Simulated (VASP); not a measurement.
SiC (zinc blende) relaxed at rising pressure, in one space group throughout; other phases were not tried. The pressures are those reached. Computed with PBEsol GGA, VASP's PBE PAW potentials (set 64) (plane waves; VASP).

```tsv
P (GPa)	V (Å³/atom)	k-mesh
-0.29	10.360	10×10×10
5.00	10.125	10×10×10
10.01	9.925	11×11×11
19.89	9.577	11×11×11
```

A change of mesh leaves a small step in the series.

Task: Fit an equation of state and predict the volume at 29.83 GPa.

Result: Least squares on the third-order Birch-Murnaghan form, P = (3B0/2)(y⁷ − y⁵)[1 + (3/4)(B′ − 4)(y² − 1)] with y = (V0/V)^(1/3), gives V0 = 10.346 Å³/atom, B0 = 222 GPa and B′ = 3.8, and so 9.277 Å³/atom. The run gave 9.275 Å³/atom, -0.0 % from the fit.

Pressures at which the relaxation failed are left out.

The compound is SiC in the zinc blende structure. The cell was not relaxed at this level.
